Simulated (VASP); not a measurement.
**EuMo in VASP: the effect of starting spin order**

The system is EuMo.

```
Eu Mo
1.0
     3.53145    0.00000    0.00000
     0.00000    3.53145    0.00000
     0.00000    0.00000    3.53145
Eu Mo
1 1
Direct
  0.50000 0.50000 0.50000
  0.00000 0.00000 0.00000
```

The cell was built by a generator and needn't be a form met in nature.

Alike in all runs:

* Program: VASP 6.6.1
* Task: single point
* Functional: r2SCAN
* Potentials or basis: VASP PAW PBE potentials, release 64 (Eu, Mo_sv)
* Cutoff: 520 eV
* k mesh: 6 × 6 × 6
* Occupations: fermi-dirac, width 0.05 eV

```tsv
starting spin order	energy over the lowest run (meV/atom)	pressure (GPa)	final net moment (μB)	final largest site moment (μB)
ferromagnetic start, larger moments	97.0	5.1	8.94	6.47
antiferromagnetic start, larger moments	0.0	6.0	4.10	6.26
non-magnetic	?	?	?	?
ferromagnetic	97.0	5.1	8.94	6.47
antiferromagnetic	0.0	6.1	4.10	6.26
ferrimagnetic	0.0	6.0	4.10	6.26
random collinear	0.0	6.0	4.10	6.26
```

Q: What does the run with starting spin order non-magnetic give?

A: Energy over the lowest run 3696.0 meV/atom; pressure -8.1 GPa; final net moment 0.00 μB; final largest site moment 0.00 μB.

Caveats: the PAW data sets were made with another functional, which shifts forces and pressure a little.
